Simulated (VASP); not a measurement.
# A VASP study of TlRu (r2SCAN): structure first, properties next

Wanted: the relaxed cell of TlRu and its properties. The steps: relaxing cell and atoms (r2SCAN), second relaxation, single point with fields (r2SCAN), bands along the symmetry lines (r2SCAN), density of states (r2SCAN), elastic constants (r2SCAN) and bands along the symmetry lines (r2SCAN + SOC). The cell is generated by rule, not measured, and may not be a known phase. Left out of this account: 1 further run (relaxation: it shows nothing beyond the runs told).

Calculated with VASP 6.6.1; r2SCAN; plane waves and PAW (Tl_d, Ru_pv), in the first sound run; inputs show where later runs differ.

This is a report of a sequence of runs, with most program output left out.

### 1. The starting structure

Before any relaxation, the start is as follows. Symmetry: P6/mmm, No. 191, hexagonal system. The conventional cell has a = 3.547 Å, b = 3.547 Å, c = 4.937 Å, α = 90.00°, β = 90.00°, γ = 120.00°. Nearest to Tl lie 2 Ru at 2.47 Å. Nearest to Ru lie 2 Tl at 2.47 Å. Farther neighbours are not listed.

### 2. Relaxing cell and atoms (r2SCAN)

The start need not lie at this functional's minimum. ISIF = 3 frees volume, shape and positions, and EDIFFG sets the threshold on forces and stress at which the search stops. r2SCAN adds the kinetic-energy density, costs more than a GGA and is run with LASPH.

The input, INCAR:

```
SYSTEM = TlRu
PREC = Accurate
ENCUT = 400
EDIFF = 1E-06
NELM = 100
ISMEAR = -1
SIGMA = 0.05
LREAL = .FALSE.
ALGO = Normal
METAGGA = R2SCAN
LASPH = .TRUE.
LORBIT = 11
LWAVE = .FALSE.
LCHARG = .FALSE.
IBRION = 2
NSW = 60
ISIF = 3
EDIFFG = -0.01
```

The input, POSCAR:

```
TlRu
1.0
    3.5471462100      0.0000000000      0.0000000000
   -1.7735731100      3.0719187300      0.0000000000
    0.0000000000      0.0000000000      4.9370145800
Tl Ru
1 1
Direct
    0.0000000000      0.0000000000      0.0000000000
    0.0000000000      0.0000000000      0.5000000000
```

The input, KPOINTS:

```
Automatic mesh
0
Gamma
7 7 5
0 0 0
```

PAW data sets: Tl_d and Ru_pv (PBE family, release 64).

The run is started by

```console
> mpirun -np 1 vasp_std
```

Wall time 6.1 min (1 MPI rank of AMD EPYC 9R14 (Zen 4), shared host); peak memory 0.14 GiB.

This run has no spin polarisation. Its electron count is odd, so without a moment it is a metal by construction. The k-mesh is coarse for a metal. The PAW data sets were made with PBE, which is usual practice but a small mismatch for other functionals. After so large a change of volume the plane waves of the start cell no longer fit, so the final stress carries a basis-set error. The run keeps the 24 symmetry operations of its start, so it cannot find a distortion of lower symmetry.

Step by step:

| step | energy less that of the first step (eV) | largest force (eV/Å) | pressure (GPa) | volume (Å³) |
| --- | --- | --- | --- | --- |
| 1 | 0.0000 | 0.0000 | -2.79 | 53.80 |
| 2 | -0.9926 | 0.0000 | -13.86 | 48.89 |
| 3 | -1.0161 | 0.0000 | -13.68 | 48.50 |
| 4 | -0.4426 | 0.0000 | 38.78 | 33.71 |
| 5 | -1.3877 | 0.0000 | -3.87 | 41.59 |
| 6 | -1.3899 | 0.0000 | -3.07 | 41.28 |
| 7 | -1.3902 | 0.0000 | -2.52 | 41.08 |
| 8 | -1.4711 | 0.0000 | -0.44 | 40.10 |
| 9 | -1.4715 | 0.0000 | -0.22 | 40.04 |
| 10 | -1.4714 | 0.0000 | -0.30 | 40.06 |
| 11 | -1.4715 | 0.0000 | 0.19 | 39.89 |
| 12 | -1.4715 | 0.0000 | -0.02 | 39.97 |
| 13 | -1.4715 | 0.0000 | -0.05 | 39.98 |
| 14 | -1.4715 | 0.0000 | 0.02 | 39.96 |

| cell as run | before | after | change |
| --- | --- | --- | --- |
| a (Å) | 3.547 | 2.919 | -17.7 % |
| b (Å) | 3.547 | 2.919 | -17.7 % |
| c (Å) | 4.937 | 5.414 | +9.7 % |
| volume (Å³/atom) | 26.90 | 19.98 | -25.7 % |

Final coordinates:

```xyz
2
Lattice="2.9192 0.0000 0.0000 -1.4596 2.5281 0.0000 0.0000 0.0000 5.4142" Properties=species:S:1:pos:R:3 pbc="T T T"
Tl    0.0000    0.0000    0.0000
Ru    0.0000    0.0000    2.7071
```

Numbers from this step:

```
electrons                       : 27
bands                           : 17
irreducible k points            : 24
symmetry operations             : 24
free energy (TOTEN)             : -76.2371 eV
energy at zero smearing         : -76.2240 eV
Fermi energy                    : 8.899 eV
pressure                        : 0.01886 GPa
metallic                        : yes
SCF cycles over all ionic steps : 119
```

It ends with forces that vanish by symmetry and a pressure of 0.02 GPa.

### 3. Second relaxation

The basis stayed that of the start cell while the cell moved. A rerun from the cell reached resets it; the error of the finite cutoff stays. The mesh changes with the cell too.

INCAR is that of step 2.

The input, POSCAR:

```
TlRu
1.0
    2.9191973038      0.0000000009      0.0000000000
   -1.4595986552      2.5280990239      0.0000000000
    0.0000000000      0.0000000000      5.4142219399
Tl Ru
1 1
Direct
    0.0000000000      0.0000000000      0.0000000000
    0.0000000000      0.0000000000      0.5000000000
```

The input, KPOINTS:

```
Automatic mesh
0
Gamma
9 9 4
0 0 0
```

The run is started by

```console
> mpirun -np 1 vasp_std
```

Run time: 2.6 min. Hardware: 1 MPI rank; peak memory 0.13 GiB.

Relaxation path:

| step | energy less that of the first step (eV) | largest force (eV/Å) | pressure (GPa) | volume (Å³) |
| --- | --- | --- | --- | --- |
| 1 | 0.0000 | 0.0000 | 0.45 | 39.96 |
| 2 | -0.0010 | 0.0000 | -0.70 | 40.28 |
| 3 | -0.0016 | 0.0000 | -0.30 | 40.15 |
| 4 | -0.0016 | 0.0000 | 0.21 | 39.98 |
| 5 | -0.0017 | 0.0000 | 0.00 | 40.05 |

| conventional cell, symmetrised | before | after | change |
| --- | --- | --- | --- |
| a (Å) | 2.919 | 2.912 | -0.2 % |
| b (Å) | 2.919 | 2.912 | -0.2 % |
| c (Å) | 5.414 | 5.452 | +0.7 % |
| volume (Å³/atom) | 19.98 | 20.03 | +0.2 % |

The relaxed structure:

```
Tl Ru
1.0
     2.91248    0.00000    0.00000
    -1.45624    2.52228    0.00000
     0.00000    0.00000    5.45223
Tl Ru
1 1
Direct
  0.00000 0.00000 0.00000
  0.00000 0.00000 0.50000
```

This step gave:

- irreducible k points: 36
- free energy (TOTEN): -76.2204 eV
- energy at zero smearing: -76.2032 eV
- Fermi energy: 8.680 eV
- pressure: 0.004392 GPa
- SCF cycles over all ionic steps: 45

It ends with forces that vanish by symmetry and a pressure of 0.00 GPa.

### 4. Single point with fields (r2SCAN)

The relaxed cell gets a fresh self-consistent run, on a basis set for its own volume, to fix the density and to check the remaining stress.

Changes to INCAR since step 3:

```diff
@@ -13,6 +13,5 @@
 LWAVE = .FALSE.
-LCHARG = .FALSE.
-IBRION = 2
-NSW = 60
-ISIF = 3
-EDIFFG = -0.01
+LCHARG = .TRUE.
+ISIF = 2
+LELF = .TRUE.
+LVHAR = .TRUE.
```

The input, POSCAR:

```
TlRu
1.0
    2.9124800895      0.0000000009      0.0000000000
   -1.4562400481      2.5222817457      0.0000000000
    0.0000000000      0.0000000000      5.4522275111
Tl Ru
1 1
Direct
    0.0000000000      0.0000000000      0.0000000000
    0.0000000000      0.0000000000      0.5000000000
```

KPOINTS is that of step 3.

The run is started by

```console
> mpirun -np 1 vasp_std
```

It took 49 s on 1 MPI rank; peak memory 0.12 GiB.

Numbers from this step:

- electronic steps: 15
- free energy (TOTEN): -76.2207 eV
- energy at zero smearing: -76.2035 eV
- pressure: 0.01038 GPa

Valence electrons inside each PAW sphere by angular momentum. Sphere charges, by row:

| atom | s (e) | p (e) | d (e) | tot (e) |
| --- | --- | --- | --- | --- |
| Tl1 | 1.146 | 0.633 | 9.66 | 11.44 |
| Ru2 | 0.316 | 6.14 | 5.924 | 12.38 |

Valence density in the ac plane at fractional y = 0.000, with atoms of Tl and Ru within 0.2 Å of it. It is the smooth field of the valence electrons, not physical close to the nuclei.

Values in e/Å³, 24 rows by 15 columns, each cell a mean:
```
6.5 5.9 4.4 2.9 1.5 0.7 0.4 0.3 0.3 0.4 0.7 1.5 2.9 4.4 5.9
4.5 4.1 3.2 2.0 1.1 0.5 0.3 0.2 0.2 0.3 0.5 1.1 2.0 3.2 4.1
2.6 2.3 1.8 1.2 0.6 0.4 0.2 0.2 0.2 0.2 0.4 0.6 1.2 1.8 2.3
1.2 1.1 0.9 0.6 0.4 0.2 0.2 0.1 0.1 0.2 0.2 0.4 0.6 0.9 1.1
0.6 0.5 0.4 0.3 0.2 0.2 0.1 0.1 0.1 0.1 0.2 0.2 0.3 0.4 0.5
0.4 0.4 0.3 0.3 0.2 0.1 0.1 0.1 0.1 0.1 0.1 0.2 0.3 0.3 0.4
0.5 0.5 0.4 0.3 0.2 0.2 0.1 0.1 0.1 0.1 0.2 0.2 0.3 0.4 0.5
1.1 1.0 0.7 0.5 0.3 0.2 0.2 0.1 0.1 0.2 0.2 0.3 0.5 0.7 1.0
2.9 2.6 1.8 1.0 0.5 0.3 0.2 0.2 0.2 0.2 0.3 0.5 1.0 1.8 2.6
5.6 5.1 3.8 2.1 1.0 0.4 0.3 0.2 0.2 0.3 0.4 1.0 2.1 3.8 5.1
7.6 7.2 5.7 3.4 1.5 0.6 0.3 0.3 0.3 0.3 0.6 1.5 3.4 5.7 7.2
8.1 7.9 6.5 4.1 1.8 0.7 0.4 0.3 0.3 0.4 0.7 1.8 4.1 6.5 7.9
7.8 7.4 5.9 3.6 1.6 0.6 0.4 0.3 0.3 0.4 0.6 1.6 3.6 5.9 7.4
6.0 5.5 4.1 2.3 1.0 0.5 0.3 0.2 0.2 0.3 0.5 1.0 2.3 4.1 5.5
3.2 2.9 2.0 1.1 0.6 0.3 0.2 0.2 0.2 0.2 0.3 0.6 1.1 2.0 2.9
1.2 1.1 0.8 0.5 0.3 0.2 0.2 0.1 0.1 0.2 0.2 0.3 0.5 0.8 1.1
0.5 0.5 0.4 0.3 0.2 0.2 0.1 0.1 0.1 0.1 0.2 0.2 0.3 0.4 0.5
0.4 0.4 0.3 0.3 0.2 0.1 0.1 0.1 0.1 0.1 0.1 0.2 0.3 0.3 0.4
0.5 0.5 0.4 0.3 0.2 0.2 0.1 0.1 0.1 0.1 0.2 0.2 0.3 0.4 0.5
1.1 1.0 0.8 0.5 0.3 0.2 0.2 0.1 0.1 0.2 0.2 0.3 0.5 0.8 1.0
2.3 2.2 1.7 1.1 0.6 0.3 0.2 0.2 0.2 0.2 0.3 0.6 1.1 1.7 2.2
4.2 3.9 3.0 1.9 1.0 0.5 0.3 0.2 0.2 0.3 0.5 1.0 1.9 3.0 3.9
6.2 5.7 4.3 2.8 1.5 0.7 0.4 0.2 0.2 0.4 0.7 1.5 2.8 4.3 5.7
7.4 6.7 5.0 3.2 1.7 0.8 0.4 0.3 0.3 0.4 0.8 1.7 3.2 5.0 6.7
```
Columns run along a (2.9 Å), rows up along c (5.5 Å). Atoms in or near the plane, at fractional coordinates: Tl at (0.00, 0.00), Ru at (0.00, 0.50).

Electrostatic potential energy in the ac plane at fractional y = 0.000, with atoms of Tl and Ru within 0.2 Å of it. With pseudopotentials it is smooth inside the atoms' cores, unlike the true potential.

Ten even steps from '0' (-76 eV) to '9' (3 eV):
```
000247899874200
001358999985310
123578999987532
445789999998754
778899999999887
999999999999999
999999999999999
999999999999999
778999999999987
556789999998765
334579999997543
123468999986432
112357999975321
011357999975311
112357999975321
123468999986432
334579999997543
556789999998765
778999999999987
999999999999999
999999999999999
999999999999999
778899999999887
445789999998754
123578999987532
001358999985310
000247899874200
000147899874100
```
Columns run along a (2.9 Å; values clipped at the 3rd and 97th percentile), rows up along c (5.5 Å). Atoms in or near the plane, at fractional coordinates: Tl at (0.00, 0.00), Ru at (0.00, 0.50).

ELF in the ac plane at fractional y = 0.000, with atoms of Tl and Ru within 0.2 Å of it. It is the smooth field of the valence electrons, not physical close to the nuclei.

Ten even steps from '0' (0.00) to '9' (0.50):
```
101478644687410
012688544588621
346887433478864
788875433457888
998765422456789
777654322345677
666554333345566
555443333334455
655443444434455
877544455444577
899754455445799
458975466457985
015975466457951
004885566558840
015975466457951
458975466457985
899754455445799
877544455444577
655443444434455
555443333334455
666554333345566
777654322345677
998765422456789
788875433457888
346887433478864
012688544588621
101478644687410
910378644687301
```
Columns run along a (2.9 Å), rows up along c (5.5 Å). Atoms in or near the plane, at fractional coordinates: Tl at (0.00, 0.00), Ru at (0.00, 0.50).

In this run the pressure is 0.01 GPa, small enough to go on.

### 5. Bands along the symmetry lines (r2SCAN)

The mesh alone shows little of the dispersion and can miss band extrema, so KPOINTS_OPT adds a path through the symmetry points after the self-consistent cycle.

Changes to INCAR since step 4:

```diff
@@ -13,5 +13,2 @@
 LWAVE = .FALSE.
-LCHARG = .TRUE.
-ISIF = 2
-LELF = .TRUE.
-LVHAR = .TRUE.
+LCHARG = .FALSE.
```

POSCAR is that of step 4.

KPOINTS is that of step 4.

The input, KPOINTS_OPT:

```
Line mode
16
Line-mode
Reciprocal
  0.00000000   0.00000000   0.00000000 GAMMA
  0.50000000   0.00000000   0.00000000 M

  0.50000000   0.00000000   0.00000000 M
  0.33333333   0.33333333   0.00000000 K

  0.33333333   0.33333333   0.00000000 K
  0.00000000   0.00000000   0.00000000 GAMMA

  0.00000000   0.00000000   0.00000000 GAMMA
  0.00000000   0.00000000   0.50000000 A

  0.00000000   0.00000000   0.50000000 A
  0.50000000   0.00000000   0.50000000 L

  0.50000000   0.00000000   0.50000000 L
  0.33333333   0.33333333   0.50000000 H

  0.33333333   0.33333333   0.50000000 H
  0.00000000   0.00000000   0.50000000 A

  0.50000000   0.00000000   0.50000000 L
  0.50000000   0.00000000   0.00000000 M

  0.33333333   0.33333333   0.00000000 K
  0.33333333   0.33333333   0.50000000 H
```

The run is started by

```console
> mpirun -np 1 vasp_std
```

Run time: 2 min. Hardware: 1 MPI rank; peak memory 0.14 GiB.

Spin-orbit coupling is off here; with elements this heavy it splits and shifts levels by tenths of an eV or more.

Electronic bands along the path, in eV, zero at the Fermi level; # counts the bands kept:

| point | #2 | #3 | #4 | #5 | #6 | #7 |
| --- | --- | --- | --- | --- | --- | --- |
| Γ | -4.07 | -2.45 | -1.09 | -1.09 | 0.52 | 0.52 |
| 0.53 of the way | -2.90 | -1.99 | -1.20 | 0.22 | 0.29 | 1.23 |
| M | -3.25 | -2.99 | -2.23 | 0.00 | 1.74 | 1.79 |
| 0.53 of the way | -2.62 | -2.07 | -1.99 | -0.63 | 0.48 | 1.72 |
| K | -1.69 | -1.69 | -1.43 | -1.43 | 1.20 | 1.20 |
| 0.47 of the way | -2.08 | -2.02 | -1.96 | -0.07 | 0.73 | 1.82 |
| Γ | -4.07 | -2.45 | -1.09 | -1.09 | 0.52 | 0.52 |
| 0.53 of the way | -4.82 | -3.05 | -1.10 | -1.10 | 0.45 | 0.45 |
| A | -5.52 | -3.23 | -1.10 | -1.10 | 0.41 | 0.41 |
| 0.47 of the way | -3.90 | -2.58 | -1.39 | -0.97 | 0.00 | 0.14 |
| L | -3.43 | -3.43 | -1.87 | -0.41 | -0.19 | 1.74 |
| 0.53 of the way | -3.18 | -2.68 | -1.73 | -0.83 | -0.11 | 0.29 |
| H | -2.16 | -2.16 | -1.61 | -1.43 | -1.43 | 2.09 |
| 0.47 of the way | -2.93 | -2.02 | -2.00 | -1.35 | -0.26 | 1.16 |
| A | -5.52 | -3.23 | -1.10 | -1.10 | 0.41 | 0.41 |
| jump to L | -3.43 | -3.43 | -1.87 | -0.41 | -0.19 | 1.74 |
| 0.47 of the way | -3.73 | -3.27 | -1.14 | -0.52 | -0.11 | 1.74 |
| M | -3.25 | -2.99 | -2.23 | 0.00 | 1.74 | 1.79 |
| jump to K | -1.69 | -1.69 | -1.43 | -1.43 | 1.20 | 1.20 |
| 0.47 of the way | -1.92 | -1.92 | -1.43 | -1.43 | 0.23 | 1.60 |
| H | -2.16 | -2.16 | -1.61 | -1.43 | -1.43 | 2.09 |

Of the projections kept (Tl, Ru), the largest for each band there; the rest of the weight can lie on other orbitals:

| point | #2 | #3 | #4 | #5 | #6 | #7 |
| --- | --- | --- | --- | --- | --- | --- |
| Γ | Ru 0.97 | Tl 0.75 | Ru 1.00 | Ru 1.00 | Ru 0.99 | Ru 0.99 |
| M | Ru 0.94 | Tl 0.95 | Ru 0.95 | Ru 0.99 | Ru 1.00 | Ru 0.80 |
| K | Ru 0.91 | Ru 0.91 | Ru 0.97 | Ru 0.97 | Tl 0.74 | Tl 0.74 |
| Γ | Ru 0.97 | Tl 0.75 | Ru 1.00 | Ru 1.00 | Ru 0.99 | Ru 0.99 |
| A | Ru 0.71 | Ru 0.89 | Ru 1.00 | Ru 1.00 | Ru 1.00 | Ru 1.00 |
| L | Tl 0.97 | Ru 0.99 | Ru 0.83 | Ru 0.63 | Ru 0.99 | Ru 1.00 |

There is no gap at this level.

### 6. Density of states (r2SCAN)

Here the states are counted by energy and projected on the atoms. The mesh is finer than in the run before.

Changes to INCAR since step 5:

```diff
@@ -5,3 +5,3 @@
 NELM = 100
-ISMEAR = -1
+ISMEAR = -5
 SIGMA = 0.05
@@ -14 +14,2 @@
 LCHARG = .FALSE.
+NEDOS = 2001
```

POSCAR is that of step 5.

The input, KPOINTS:

```
Automatic mesh
0
Gamma
13 13 6
0 0 0
```

The run is started by

```console
> mpirun -np 1 vasp_std
```

The job ended after 1.7 min (1 MPI rank; peak memory 0.15 GiB).

With tetrahedra the forces and stress of a metal are not exact derivatives of the energy.

Numbers from this step:

| Property | Result |
| --- | --- |
| electronic steps | 14 |
| irreducible k points | 84 |
| free energy (TOTEN) | -76.2325 eV |
| Fermi energy | 8.839 eV |
| pressure | -0.6059 GPa |
| DOS at the Fermi level | 2.262 states/eV/cell |

The density of states has structure finer than the step of the table below, so its rows give means over 0.5 eV, whole bins alone (the curve runs from -12.0 to 2.77 eV). Peaks (eV: height): total -2.27: 4.67, -1.50: 3.97, -0.76: 2.73, -0.08: 4.41, 0.30: 3.27; Ru d -2.27: 2.97, -1.50: 2.79, -0.76: 2.06, -0.08: 3.62, 0.30: 2.50.

States under -12.0 eV and over 2.8 eV are left out. Table of density of states by energy, zero at the Fermi level; means over each step; values in states/eV/cell:

| energy (eV) | total | Ru d | Tl d |
| --- | --- | --- | --- |
| -11.5 | 0.564 | 1.4e-4 | 0.553 |
| -11.0 | 0.0993 | 0.00226 | 0.0134 |
| -10.5 | 0.305 | 0.00491 | 0.0365 |
| -10.0 | 0.295 | 0.00484 | 0.0248 |
| -9.5 | 0.266 | 0.00490 | 0.0167 |
| -9.0 | 0.254 | 0.00522 | 0.0141 |
| -8.5 | 0.243 | 0.00578 | 0.0129 |
| -8.0 | 0.247 | 0.00654 | 0.0133 |
| -7.5 | 0.240 | 0.00786 | 0.0137 |
| -7.0 | 0.244 | 0.00933 | 0.0147 |
| -6.5 | 0.252 | 0.0116 | 0.0158 |
| -6.0 | 0.261 | 0.0160 | 0.0173 |
| -5.5 | 0.302 | 0.0216 | 0.0197 |
| -5.0 | 0.449 | 0.0370 | 0.0270 |
| -4.5 | 0.540 | 0.0556 | 0.0288 |
| -4.0 | 0.462 | 0.0686 | 0.0153 |
| -3.5 | 0.973 | 0.396 | 0.0143 |
| -3.0 | 2.06 | 1.16 | 0.0220 |
| -2.5 | 3.14 | 1.91 | 0.0517 |
| -2.0 | 1.78 | 1.14 | 0.0374 |
| -1.5 | 3.04 | 2.07 | 0.0313 |
| -1.0 | 2.32 | 1.63 | 0.0285 |
| -0.5 | 2.38 | 1.79 | 0.0234 |
| 0.0 | 3.09 | 2.47 | 0.0299 |
| 0.5 | 2.06 | 1.46 | 0.0295 |
| 1.0 | 1.30 | 0.799 | 0.0216 |
| 1.5 | 1.09 | 0.610 | 0.0244 |
| 2.0 | 0.588 | 0.222 | 0.0275 |
| 2.5 | 0.632 | 0.164 | 0.0364 |

The finer mesh and the other smearing move the Fermi level by +0.16 eV from the 9×9×4 run, one measure of the sampling error in the zero of the bands above. Of the states within 0.3 eV of the Fermi level, the largest shares in the PAW spheres are Ru d 80 %. The rest lies in smaller channels or between the spheres.

### 7. Elastic constants (r2SCAN)

IBRION = 6 with ISIF = 3 strains the cell both ways at fixed fractional positions, and adds the ions' share afterwards from the force constants. Stress converges slowly with the basis, so the cutoff is raised.

The input, INCAR:

```
SYSTEM = TlRu
PREC = Accurate
ENCUT = 500
EDIFF = 1E-07
NELM = 100
ISMEAR = -1
SIGMA = 0.05
LREAL = .FALSE.
ALGO = Normal
METAGGA = R2SCAN
LASPH = .TRUE.
LORBIT = 11
LWAVE = .FALSE.
LCHARG = .FALSE.
IBRION = 6
NFREE = 2
POTIM = 0.015
ISIF = 3
NSW = 1
```

POSCAR is that of step 6.

The input, KPOINTS:

```
Automatic mesh
0
Gamma
9 9 4
0 0 0
```

The run is started by

```console
> mpirun -np 1 vasp_std
```

The job ended after 20 min (1 MPI rank; peak memory 0.26 GiB).

The run was stopped at its time limit, by a STOPCAR file.

More ranks or a longer limit would be the way on.

[end of part 1 of 2]

[Lines on the potential files, build, host, timing and source positions are cut from VASP's logs without a mark.]

[Logs are printed without paths, hosts, clocks, repeated set-up lines and the standing remarks that a program may print on its own settings, such as how far it seeks lower states.]

[Hosts, paths, dates, database ids (printed as entryN), source tags and the programs' standing remarks are cut or masked in the printed files.]

[A measured line is paired with the nearest computed mode of its activity, which favours agreement.]
